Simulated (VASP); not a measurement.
Level of theory: r2SCAN meta-GGA, VASP's PBE PAW potentials (set 64) (plane waves; VASP).

VASP ran on this input.

### INCAR
```
ISIF = 3   # ions, shape and volume
LMAXMIX = 4
EDIFF = 1E-7
IBRION = 2
METAGGA = R2SCAN
ENCUT = 480   # plane-wave cut-off (eV)
ISMEAR = 1
SIGMA = 0.1
SYSTEM = RuAl
PSTRESS = 10
LWAVE = F
LMIXTAU = T
NSW = 40
LCHARG = F
ALGO = Normal
LASPH = T   # aspherical one-centre terms
NELM = 100   # most electronic steps
EDIFFG = -0.01   # ionic stop
PREC = Accurate
LREAL = F
```

### KPOINTS
```
Automatic mesh
0
Gamma
12 12 12
0 0 0
```

POSCAR:
```
RuAl
1
    2.9816318972    -0.0000000000     0.0000000000
   -0.0000000000     2.9816318972    -0.0000000000
    0.0000000000    -0.0000000000     2.9816318972
Al Ru
1 1
Direct
  0.5000000000   0.5000000000   0.5000000000
  0.0000000000   0.0000000000   0.0000000000
```

POTCAR, in this order: Al Ru_pv (PBE.64 set). Program: vasp_std.

The resulting files:

**OSZICAR**
```
       N       E                     dE             d eps       ncg     rms          rms(c)
DAV:   1     0.880182025818E+02    0.88018E+02   -0.92649E+03  2080   0.129E+03
DAV:   2    -0.364599424469E+02   -0.12448E+03   -0.12009E+03  2192   0.348E+02
DAV:   3    -0.388643139361E+02   -0.24044E+01   -0.23424E+01  2448   0.492E+01
DAV:   4    -0.388887525091E+02   -0.24439E-01   -0.24424E-01  2376   0.506E+00
DAV:   5    -0.388896539441E+02   -0.90144E-03   -0.90140E-03  2836   0.706E-01    0.158E+01
DAV:   6    -0.336393025134E+02    0.52504E+01   -0.75381E+00  2124   0.365E+01    0.391E+00
DAV:   7    -0.335876182319E+02    0.51684E-01   -0.82410E-01  2144   0.110E+01    0.205E+00
DAV:   8    -0.336099750558E+02   -0.22357E-01   -0.29871E-02  2084   0.214E+00    0.889E-01
DAV:   9    -0.336153740097E+02   -0.53990E-02   -0.29322E-02  2172   0.198E+00    0.454E-01
DAV:  10    -0.336152663064E+02    0.10770E-03   -0.34444E-03  2220   0.720E-01    0.152E-01
DAV:  11    -0.336153097419E+02   -0.43436E-04   -0.48120E-04  2376   0.263E-01    0.264E-02
DAV:  12    -0.336152443854E+02    0.65356E-04   -0.56184E-05  2168   0.913E-02    0.821E-03
DAV:  13    -0.336152269422E+02    0.17443E-04   -0.12787E-05  2432   0.430E-02    0.712E-03
DAV:  14    -0.336152275217E+02   -0.57944E-06   -0.10213E-06  2260   0.129E-02    0.263E-03
DAV:  15    -0.336152273902E+02    0.13143E-06   -0.18929E-07  1780   0.523E-03    0.129E-03
DAV:  16    -0.336152274659E+02   -0.75650E-07   -0.12869E-07  1504   0.422E-03
   1 F= -.33449783E+02 E0= -.33449731E+02  d E =-.334498E+02
       N       E                     dE             d eps       ncg     rms          rms(c)
DAV:   1    -0.336511826817E+02   -0.35955E-01   -0.58502E-01  2088   0.111E+01    0.175E+00
DAV:   2    -0.336149219807E+02    0.36261E-01   -0.20309E-01  2124   0.551E+00    0.555E-01
DAV:   3    -0.336128590363E+02    0.20629E-02   -0.74707E-03  2124   0.104E+00    0.159E-01
DAV:   4    -0.336128019373E+02    0.57099E-04   -0.12322E-03  2132   0.261E-01    0.352E-02
DAV:   5    -0.336127436328E+02    0.58304E-04   -0.42858E-04  2080   0.286E-01    0.331E-02
DAV:   6    -0.336128579233E+02   -0.11429E-03   -0.27788E-04  2048   0.206E-01    0.942E-03
DAV:   7    -0.336129252012E+02   -0.67278E-04   -0.19749E-05  2340   0.481E-02    0.979E-03
DAV:   8    -0.336129318599E+02   -0.66587E-05   -0.79937E-06  2136   0.380E-02    0.407E-03
DAV:   9    -0.336129315329E+02    0.32696E-06   -0.35747E-07  2364   0.828E-03    0.641E-04
DAV:  10    -0.336129315025E+02    0.30433E-07   -0.64772E-08  1144   0.390E-03
   2 F= -.33449230E+02 E0= -.33449175E+02  d E =0.553663E-03
       N       E                     dE             d eps       ncg     rms          rms(c)
DAV:   1    -0.336301932844E+02   -0.17262E-01   -0.23503E-01  2100   0.705E+00    0.106E+00
DAV:   2    -0.336157604811E+02    0.14433E-01   -0.82193E-02  2136   0.350E+00    0.329E-01
DAV:   3    -0.336148537748E+02    0.90671E-03   -0.30630E-03  2120   0.664E-01    0.875E-02
DAV:   4    -0.336148201677E+02    0.33607E-04   -0.48661E-04  2128   0.166E-01    0.230E-02
DAV:   5    -0.336148012540E+02    0.18914E-04   -0.16349E-04  2060   0.177E-01    0.195E-02
DAV:   6    -0.336148345196E+02   -0.33266E-04   -0.11224E-04  2056   0.130E-01    0.635E-03
DAV:   7    -0.336148669317E+02   -0.32412E-04   -0.70906E-06  2340   0.287E-02    0.561E-03
DAV:   8    -0.336148710774E+02   -0.41457E-05   -0.30442E-06  2140   0.234E-02    0.213E-03
DAV:   9    -0.336148722054E+02   -0.11280E-05   -0.46149E-07  2172   0.930E-03    0.946E-04
DAV:  10    -0.336148722834E+02   -0.78000E-07   -0.49800E-08  1108   0.327E-03
   3 F= -.33450071E+02 E0= -.33450018E+02  d E =-.287347E-03
```

**OUTCAR**
```
------------------------ aborting loop because EDIFF is reached ----------------------------------------
  FORCE on cell =-STRESS in cart. coord.  units (eV):
  Direction    XX          YY          ZZ          XY          YZ          ZX
  --------------------------------------------------------------------------------------
  Total        0.1629793      0.1629793      0.1629793      0.0000000      0.0000000      0.0000000
  in kB        9.8894191      9.8894191      9.8894191      0.0000000      0.0000000      0.0000000
  external PRESSURE =      -0.1105809 kB  Pullay stress =      10.0000000 kB
  volume of cell :       26.40
      direct lattice vectors                 reciprocal lattice vectors
     2.977767003  0.000000000  0.000000000     0.335822111 -0.000000000  0.000000000
     0.000000000  2.977767003  0.000000000    -0.000000000  0.335822111  0.000000000
    -0.000000000 -0.000000000  2.977767003    -0.000000000 -0.000000000  0.335822111
 POSITION                                       TOTAL-FORCE (eV/Angst)
 -----------------------------------------------------------------------------------
      1.48888      1.48888      1.48888         0.000000      0.000000      0.000000
      0.00000      0.00000      0.00000        -0.000000     -0.000000      0.000000
 -----------------------------------------------------------------------------------
    total drift:                                0.000000      0.000000      0.000000
  FREE ENERGIE OF THE ION-ELECTRON SYSTEM (eV)
  ---------------------------------------------------
  free  energy   TOTEN  =       -33.6148722834 eV

  energy  without entropy=      -33.6147129691  energy(sigma->0) =      -33.61481918
  enthalpy is  TOTEN    =       -33.4500706328 eV   P V=        0.1648016506

 reached required accuracy - stopping structural energy minimisation
```
(Selected blocks of OUTCAR.)

### CONTCAR
```
RuAl
   1.00000000000000
     2.9777670031963703    0.0000000000000000    0.0000000000000000
     0.0000000000000000    2.9777670031963703    0.0000000000000000
    -0.0000000000000000   -0.0000000000000000    2.9777670031963703
  Al              Ru
     1     1
Direct
     0.5000000000000000    0.5000000000000000    0.5000000000000000
     0.0000000000000000    0.0000000000000000    0.0000000000000000
```

The compound is RuAl in the CsCl type structure. This run relaxes it under an external pressure of 1 GPa. Symmetry was kept, so distortions that lower it aren't found. The electron count is odd and the run is not spin-polarised, which forces a metal.
